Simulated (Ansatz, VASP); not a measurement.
## AlSi2C2N (twisted h-SiC/h-AlN monolayer on bilayer, 27.80 deg) in two plane-wave programs

Aim: how closely do two programs agree when they are given the same cell, functional and k mesh? The cell is taken from a series of runs on this material, whose earlier steps may have relaxed, scaled, displaced or heated it; both programs get it as it stands.

Program: Ansatz 0.2.0. Level of theory: plane waves, with VASP 6.6.1 beside it; PBE with D3(BJ). Results are calculated unless marked as measured.

**1. The starting structure**

The cell holds 78 atoms: 26 Si, 26 C, 13 Al and 13 N. Cell: a = 11.231 Å, b = 11.231 Å, c = 18.580 Å, α = 90.0°, β = 90.0°, γ = 120.0°. As first built, before any earlier steps moved the atoms or strained the cell (in the runner's words): h-SiC (a = 3.1 A) under h-AlN (a = 3.13 A), monolayer on bilayer, commensurate cell of 13 unit cells a layer, twist 27.80 deg, both strained to the mean lattice constant; facing atoms 3.19, 3.39 A apart;; flat layers, displaced by a Gaussian of 0.01 A. Vacuum lies along c.

As a file:

```
Si C Al N
1.0
    11.23130    0.00000    0.00000
    -5.61565    9.72659    0.00000
     0.00000    0.00000   18.58000
Si C Al N
26 26 13 13
Direct
  0.12921 0.17975 0.32384
  0.20581 0.48788 0.32338
  0.28226 0.79498 0.32304
  0.35846 0.10207 0.32355
  0.43746 0.41160 0.32240
  0.51447 0.71875 0.32290
  0.59033 0.02541 0.32223
  0.66714 0.33166 0.32385
  0.74317 0.64093 0.32184
  0.82101 0.94957 0.32214
  0.89700 0.25750 0.32217
  0.97370 0.56226 0.32302
  0.05074 0.87100 0.32266
  0.25778 0.35985 0.49523
  0.33283 0.66577 0.49389
  0.40998 0.97536 0.49440
  0.48575 0.28044 0.49384
  0.56567 0.59101 0.49421
  0.64116 0.89758 0.49468
  0.71705 0.20446 0.49549
  0.79438 0.51337 0.49454
  0.87109 0.81951 0.49533
  0.94782 0.12752 0.49510
  0.02634 0.43712 0.49428
  0.10227 0.74318 0.49439
  0.17684 0.04995 0.49423
  0.17854 0.05094 0.32337
  0.25726 0.35848 0.32316
  0.33325 0.66618 0.32249
  0.40856 0.97543 0.32172
  0.48814 0.28325 0.32270
  0.56309 0.58946 0.32347
  0.64353 0.89892 0.32327
  0.71736 0.20480 0.32340
  0.79479 0.51334 0.32336
  0.87218 0.82091 0.32204
  0.94866 0.12816 0.32387
  0.02467 0.43584 0.32353
  0.10164 0.74307 0.32240
  0.30837 0.23121 0.49414
  0.38327 0.53878 0.49491
  0.46162 0.84606 0.49543
  0.53704 0.15381 0.49534
  0.61483 0.46118 0.49345
  0.69296 0.77083 0.49459
  0.76966 0.07656 0.49423
  0.84619 0.38609 0.49484
  0.92247 0.69003 0.49467
  0.99919 0.00072 0.49428
  0.07644 0.30589 0.49428
  0.15300 0.61514 0.49442
  0.23145 0.92185 0.49350
  0.74298 0.10297 0.67686
  0.66752 0.33421 0.67725
  0.43588 0.02474 0.67647
  0.58920 0.56462 0.67669
  0.35813 0.25616 0.67667
  0.12735 0.94782 0.67803
  0.51207 0.79529 0.67679
  0.27999 0.48567 0.67747
  0.05169 0.17882 0.67697
  0.82292 0.87248 0.67735
  0.20442 0.71819 0.67627
  0.97320 0.40944 0.67780
  0.89894 0.63945 0.67646
  0.79487 0.28268 0.67859
  0.71792 0.51386 0.67705
  0.48746 0.20646 0.67754
  0.64045 0.74262 0.67616
  0.41039 0.43538 0.67645
  0.17827 0.12696 0.67685
  0.56505 0.97544 0.67681
  0.33232 0.66755 0.67790
  0.10363 0.35984 0.67619
  0.87119 0.04900 0.67758
  0.25516 0.89562 0.67709
  0.02478 0.58877 0.67675
  0.94972 0.82048 0.67730
```

**2. Ansatz: single point, PBE with D3(BJ)**

Ansatz runs on its default PAW (the set named soft_2) files.

With cell and atoms fixed, the geometry can't cause a difference; cores, projectors, grids and the points listed under the comparison can.

The input, input.yaml:

```yaml
crystal:
  lattice:
    - [11.2313, 0.0, 0.0]
    - [-5.61565, 9.72659, 0.0]
    - [0.0, 0.0, 18.58]
  atoms:
    - { symbol: Si, position: [0.12921, 0.17975, 0.32384] }
    - { symbol: C, position: [0.17854, 0.05094, 0.32337] }
    - { symbol: Si, position: [0.20581, 0.48788, 0.32338] }
    - { symbol: C, position: [0.25726, 0.35848, 0.32316] }
    - { symbol: Si, position: [0.28226, 0.79498, 0.32304] }
    - { symbol: C, position: [0.33325, 0.66618, 0.32249] }
    - { symbol: Si, position: [0.35846, 0.10207, 0.32355] }
    - { symbol: C, position: [0.40856, 0.97543, 0.32172] }
    - { symbol: Si, position: [0.43746, 0.4116, 0.3224] }
    - { symbol: C, position: [0.48814, 0.28325, 0.3227] }
    - { symbol: Si, position: [0.51447, 0.71875, 0.3229] }
    - { symbol: C, position: [0.56309, 0.58946, 0.32347] }
    - { symbol: Si, position: [0.59033, 0.02541, 0.32223] }
    - { symbol: C, position: [0.64353, 0.89892, 0.32327] }
    - { symbol: Si, position: [0.66714, 0.33166, 0.32385] }
    - { symbol: C, position: [0.71736, 0.2048, 0.3234] }
    - { symbol: Si, position: [0.74317, 0.64093, 0.32184] }
    - { symbol: C, position: [0.79479, 0.51334, 0.32336] }
    - { symbol: Si, position: [0.82101, 0.94957, 0.32214] }
    - { symbol: C, position: [0.87218, 0.82091, 0.32204] }
    - { symbol: Si, position: [0.897, 0.2575, 0.32217] }
    - { symbol: C, position: [0.94866, 0.12816, 0.32387] }
    - { symbol: Si, position: [0.9737, 0.56226, 0.32302] }
    - { symbol: C, position: [0.02467, 0.43584, 0.32353] }
    - { symbol: Si, position: [0.05074, 0.871, 0.32266] }
    - { symbol: C, position: [0.10164, 0.74307, 0.3224] }
    - { symbol: Si, position: [0.25778, 0.35985, 0.49523] }
    - { symbol: C, position: [0.30837, 0.23121, 0.49414] }
    - { symbol: Si, position: [0.33283, 0.66577, 0.49389] }
    - { symbol: C, position: [0.38327, 0.53878, 0.49491] }
    - { symbol: Si, position: [0.40998, 0.97536, 0.4944] }
    - { symbol: C, position: [0.46162, 0.84606, 0.49543] }
    - { symbol: Si, position: [0.48575, 0.28044, 0.49384] }
    - { symbol: C, position: [0.53704, 0.15381, 0.49534] }
    - { symbol: Si, position: [0.56567, 0.59101, 0.49421] }
    - { symbol: C, position: [0.61483, 0.46118, 0.49345] }
    - { symbol: Si, position: [0.64116, 0.89758, 0.49468] }
    - { symbol: C, position: [0.69296, 0.77083, 0.49459] }
    - { symbol: Si, position: [0.71705, 0.20446, 0.49549] }
    - { symbol: C, position: [0.76966, 0.07656, 0.49423] }
    - { symbol: Si, position: [0.79438, 0.51337, 0.49454] }
    - { symbol: C, position: [0.84619, 0.38609, 0.49484] }
    - { symbol: Si, position: [0.87109, 0.81951, 0.49533] }
    - { symbol: C, position: [0.92247, 0.69003, 0.49467] }
    - { symbol: Si, position: [0.94782, 0.12752, 0.4951] }
    - { symbol: C, position: [0.99919, 0.00072, 0.49428] }
    - { symbol: Si, position: [0.02634, 0.43712, 0.49428] }
    - { symbol: C, position: [0.07644, 0.30589, 0.49428] }
    - { symbol: Si, position: [0.10227, 0.74318, 0.49439] }
    - { symbol: C, position: [0.153, 0.61514, 0.49442] }
    - { symbol: Si, position: [0.17684, 0.04995, 0.49423] }
    - { symbol: C, position: [0.23145, 0.92185, 0.4935] }
    - { symbol: Al, position: [0.74298, 0.10297, 0.67686] }
    - { symbol: "N", position: [0.79487, 0.28268, 0.67859] }
    - { symbol: Al, position: [0.66752, 0.33421, 0.67725] }
    - { symbol: "N", position: [0.71792, 0.51386, 0.67705] }
    - { symbol: Al, position: [0.43588, 0.02474, 0.67647] }
    - { symbol: "N", position: [0.48746, 0.20646, 0.67754] }
    - { symbol: Al, position: [0.5892, 0.56462, 0.67669] }
    - { symbol: "N", position: [0.64045, 0.74262, 0.67616] }
    - { symbol: Al, position: [0.35813, 0.25616, 0.67667] }
    - { symbol: "N", position: [0.41039, 0.43538, 0.67645] }
    - { symbol: Al, position: [0.12735, 0.94782, 0.67803] }
    - { symbol: "N", position: [0.17827, 0.12696, 0.67685] }
    - { symbol: Al, position: [0.51207, 0.79529, 0.67679] }
    - { symbol: "N", position: [0.56505, 0.97544, 0.67681] }
    - { symbol: Al, position: [0.27999, 0.48567, 0.67747] }
    - { symbol: "N", position: [0.33232, 0.66755, 0.6779] }
    - { symbol: Al, position: [0.05169, 0.17882, 0.67697] }
    - { symbol: "N", position: [0.10363, 0.35984, 0.67619] }
    - { symbol: Al, position: [0.82292, 0.87248, 0.67735] }
    - { symbol: "N", position: [0.87119, 0.049, 0.67758] }
    - { symbol: Al, position: [0.20442, 0.71819, 0.67627] }
    - { symbol: "N", position: [0.25516, 0.89562, 0.67709] }
    - { symbol: Al, position: [0.9732, 0.40944, 0.6778] }
    - { symbol: "N", position: [0.02478, 0.58877, 0.67675] }
    - { symbol: Al, position: [0.89894, 0.63945, 0.67646] }
    - { symbol: "N", position: [0.94972, 0.82048, 0.6773] }
kpoints:
  mp_grid: { grid: [1, 1, 1] }
hamiltonian:
  xc: pbe
  dispersion: d3bj
scf:
  occupations: { method: fermi_dirac, width: 0.025 }
output:
  forces: true
  populations: true
  dos:
    method: { smearing: { sigma: 0.08 } }
    de: 0.1
    projected:
      site_lists:
        Al: [Al]
        C: [C]
        "N": ["N"]
        Si: [Si]
        layer_1: [0, 1, 2, 3, 4, 5, 6, 7, 8, 9, 10, 11, 12, 13, 14, 15, 16, 17, 18, 19, 20, 21, 22, 23, 24, 25]
        layer_2: [26, 27, 28, 29, 30, 31, 32, 33, 34, 35, 36, 37, 38, 39, 40, 41, 42, 43, 44, 45, 46, 47, 48, 49, 50, 51]
        layer_3: [52, 53, 54, 55, 56, 57, 58, 59, 60, 61, 62, 63, 64, 65, 66, 67, 68, 69, 70, 71, 72, 73, 74, 75, 76, 77]
  eigenvalues: true
  write_density: true
  write_potential: true
  volumetric_format: npy
  elf: true
```

Started as:

```sh
$ ansatz run input.yaml --threads 4 --pin off --max-ram 8192MiB --backend cpu --events-out ev --progress --plain --runs-dir out
```

Numbers of over 12 decimals in the logs are rounded to 6 here.

Log:

```text
Engine: ansatz 0.2.0, aarch64-unknown-linux-gnu
Pseudopotentials: kind: paw
Pseudopotential: Si, paw, valence charge 4, recommended cutoff 420 eV (normal), Si.paw.azcp
Pseudopotential: C, paw, valence charge 4, recommended cutoff 420 eV (normal), C.paw.azcp
Pseudopotential: Al, paw, valence charge 3, recommended cutoff 420 eV (normal), Al.paw.azcp
Pseudopotential: N, paw, valence charge 5, recommended cutoff 420 eV (normal), N.paw.azcp
Functional definition: PBE
  parameter kappa = 0.804
  parameter beta = 0.066725
  exchange = pbe_x(kappa = kappa, mu = beta*pi^2/3)
  correlation = pbe_c(beta = beta)
Crystal: 78 atoms, lattice volume = 2029.721 Å³
Basis set: ecut = 420 eV, 39681 PW (Γ), exchange–correlation on 160×160×250 points (8 copies of the dense FFT grid, shifted against one another)
Bands: 234, of which v1, the nominal top of the filled ones, is band 156 counted from 1 (155 counted from 0)
Symmetry: 1 space group operations
Space group: P1 (ITA 1), of the structure as read, at distance tolerance 1.3e-4 Å
k-points: 1
Non-local potential: Si, projectors of the file, l = 0: 2, l = 1: 2, l = 2: 2
Non-local potential: C, projectors of the file, l = 0: 2, l = 1: 2, l = 2: 1
Non-local potential: Al, projectors of the file, l = 0: 2, l = 1: 2, l = 2: 1
Non-local potential: N, projectors of the file, l = 0: 2, l = 1: 2, l = 2: 1
PAW form: soft (Blöchl's): semilocal exchange-correlation on the pseudo side does not see the compensation charge
PAW one-centre angular grid: Si, 110 points (default); XC on 64 Gauss nodes
PAW one-centre angular grid: C, 110 points (default); XC on 64 Gauss nodes
PAW one-centre angular grid: Al, 110 points (default); XC on 64 Gauss nodes
PAW one-centre angular grid: N, 110 points (default); XC on 64 Gauss nodes
Initial density: superposition of atomic densities (neutral atoms: chi_scale 0, normalization atom), corrected by the library's trained network
Initial wavefunctions: pseudopotential atomic-orbital guess
Functional: x = pbe(κ = 0.804, μ = 0.219515), c = pbe(β = 0.066725)
SCF iter   1: F=—  HF=-35056.087992 eV  |F-HF|=—  |Δ(HF+E_count)|=         —  Δρ=2.47e-3  dr2=2.12e-1  ethr=1.77e-3  ⟨swp⟩=10.0  Hψ=1470  notcnv=0  defer=30
preconditioner: auto → Resta (q_TF=auto, 1.997 Å⁻¹)  ε∞=3.0  [insulator: Δε(μ)=2.191 eV  Ē_g=10.349 eV  σ=0.025 eV  W_gap=1.00  n_scr=286 (ndim 8)  ℏωp=14.6 eV  f_vac=0.427  D(μ)=0.00/eV (n_scr^D=0)  ε∞_Penn≈3.0  vacuum switching on, ρ_ref=7.8e-3 e/Å³]
SCF iter   2: F=—  HF=-35056.075134 eV  |F-HF|=—  |Δ(HF+E_count)|=   1.29e-2  Δρ=1.22e-3  dr2=4.26e-2  ethr=6.80e-5  ⟨swp⟩=4.0  Hψ=407  notcnv=0  defer=71
SCF iter   3: F=—  HF=-35056.081208 eV  |F-HF|=—  |Δ(HF+E_count)|=   6.07e-3  Δρ=4.96e-4  dr2=7.59e-3  ethr=1.37e-5  ⟨swp⟩=3.0  Hψ=283  notcnv=0  defer=71
SCF iter   4: F=—  HF=-35056.082260 eV  |F-HF|=—  |Δ(HF+E_count)|=   1.05e-3  Δρ=1.39e-4  dr2=3.90e-4  ethr=2.43e-6  ⟨swp⟩=2.0  Hψ=326  notcnv=0  defer=71
SCF iter   5: F=—  HF=-35056.082418 eV  |F-HF|=—  |Δ(HF+E_count)|=   1.58e-4  Δρ=8.08e-5  dr2=1.49e-4  ethr=1.25e-7  ⟨swp⟩=2.0  Hψ=318  notcnv=0  defer=71
SCF iter   6: F=—  HF=-35056.082421 eV  |F-HF|=—  |Δ(HF+E_count)|=   2.36e-6  Δρ=1.71e-5  dr2=6.04e-6  ethr=4.77e-8  ⟨swp⟩=2.0  Hψ=318  notcnv=0  defer=71
SCF iter   7: F=—  HF=-35056.082762 eV  |F-HF|=—  |Δ(HF+E_count)|=   3.41e-4  Δρ=7.90e-6  dr2=1.41e-6  ethr=1.94e-9  ⟨swp⟩=2.0  Hψ=390  notcnv=0  defer=71
SCF iter   8: F=—  HF=-35056.082762 eV  |F-HF|=—  |Δ(HF+E_count)|=   1.69e-7  Δρ=2.62e-6  dr2=1.25e-7  ethr=4.53e-10  ⟨swp⟩=2.0  Hψ=318  notcnv=0  defer=71
SCF iter   9: F=-35056.082762 eV  HF=-35056.082762 eV  |F-HF|=1.19e-9  |Δ(HF+E_count)|=   6.73e-8  Δρ=7.87e-7  dr2=1.36e-8  ethr=3.21e-11  ⟨swp⟩=27.0  Hψ=2474  notcnv=0
SCF 1 converged in 9 iterations: F = -35056.082762 eV  dr2 = 1.36e-8
  greatest PAW one-centre occupation: 0.792 electrons in one spin orbital (limit 2), on the N atom at site 75 (counted from 0), in its partial waves of l = 0
[...]
E_nonlocal   = 2091.679600
  E_hartree    = 32045.688190
  E_xc         = -3993.449790
  E_vxc        = -4144.521687  (∫ρ·V_xc dr)
  E_paw        = -23648.692629  (= ΣΔE_a)
  E_vpaw       = -538.337977  (= ΣTr[D̂ρ^β])
  E_aug_tail   = 0.001597  (compensation charges beyond the density's cutoff)
  E_ewald      = 21498.943184
  E_disp       = -14.771910  (pairwise vdW)
  E_smearing   = -0.000000  (= −TS)
  E_closure    = -0.000000  (closes the sum)
  Σ components = -35056.082762   (vs F -35056.082762, Δ=0.00e0)
--- Forces (eV/Å), atoms counted from 1 ---
  atom   1  Si    -0.35597673    -0.07441068     0.11615853
  atom   2  C      0.24760425    -0.07642989    -0.02186757
  atom   3  Si    -0.04783525    -0.51650820     0.12445701
  atom   4  C     -0.17822248     0.37340868    -0.07525854
  atom   5  Si    -0.28393567    -0.04404595     0.08020656
  atom   6  C      0.23616293     0.44526617    -0.01248605
  atom   7  Si    -0.39080528     0.63888232     0.05351161
  atom   8  C      1.04613848    -0.39849419     0.00945366
  atom   9  Si    -0.22533290    -0.46786527     0.23224066
  atom  10  C      0.06269785    -0.41164373    -0.00292210
  atom  11  Si    -0.37490155     0.06733063     0.15948334
  atom  12  C      0.36375595     0.38463286    -0.13684766
  atom  13  Si    -0.53702952    -0.07170598     0.22071359
  atom  14  C     -0.56613574    -0.38310545    -0.13793687
  atom  15  Si    -0.52762591     0.68424697     0.06432436
  atom  16  C      0.32481993    -0.17938815    -0.12006593
  atom  17  Si     0.04304314     0.11758124     0.25959597
  atom  18  C      0.05915703    -0.42138206    -0.09592187
  atom  19  Si     0.47354329    -0.00512409     0.23523650
  atom  20  C     -0.22171603    -0.16068077    -0.07751842
  atom  21  Si     0.35096466    -0.47439829     0.32604121
  atom  22  C     -0.03801737     0.39107682    -0.16706669
  atom  23  Si    -0.36425425     0.65212199     0.14627535
  atom  24  C      0.59481111    -0.03680229    -0.10078659
[...]
atom  71  Al    -0.50081359    -0.76088382    -0.11996452
  atom  72  N     -0.19916911     0.85889431     0.06097866
  atom  73  Al     0.01156007    -0.42328664    -0.07511460
  atom  74  N      0.10802806     0.55766833     0.17422579
  atom  75  Al     0.37347288     0.15316150    -0.14854961
  atom  76  N      0.47551500    -0.07259545     0.14143293
  atom  77  Al    -0.82968914     0.39239499    -0.22738745
  atom  78  N     -0.06776451    -0.42374272     0.07597936
  max |Σ_I F_I| component: 1.16e-4 eV/Å
--- Band table (eV) ---
  k-point 0: bands = [... 152 lower, 0.3494, 0.5163, 0.5379, 0.6039, 2.6822, 2.7292, 2.7377, 2.7882, ... 74 higher]
--- Löwdin populations: 78 sites ---
  site symbol       q [e]
     0     Si      2.8893
     1      C      4.9884
     2     Si      2.8935
     3      C      4.9844
     4     Si      2.8964
     5      C      4.9851
     6     Si      2.8923
     7      C      4.9849
     8     Si      2.8844
     9      C      4.9834
    10     Si      2.8913
    11      C      4.9945
    12     Si      2.8941
    13      C      4.9938
    14     Si      2.8900
    15      C      4.9969
    16     Si      2.8935
    17      C      4.9850
    18     Si      2.8848
    19      C      4.9874
    20     Si      2.8884
    21      C      4.9833
    22     Si      2.8901
    23      C      4.9927
[...]
70     Al      1.8468
    71      N      6.0839
    72     Al      1.8425
    73      N      6.0881
    74     Al      1.8423
    75      N      6.0960
    76     Al      1.8458
    77      N      6.0891
  spilling = 0.011364 (of n_electrons = 312.000000)
```

(Part 1 of 2 ends here.)

[Lines on the potential files, build, host, timing and source positions are cut from VASP's logs without a mark.]

[Logs are printed without paths, hosts, clocks, repeated set-up lines and the standing remarks that a program may print on its own settings, such as how far it seeks lower states.]

[Hosts, paths, dates, database ids (printed as entryN), source tags and the programs' standing remarks are cut or masked in the printed files.]
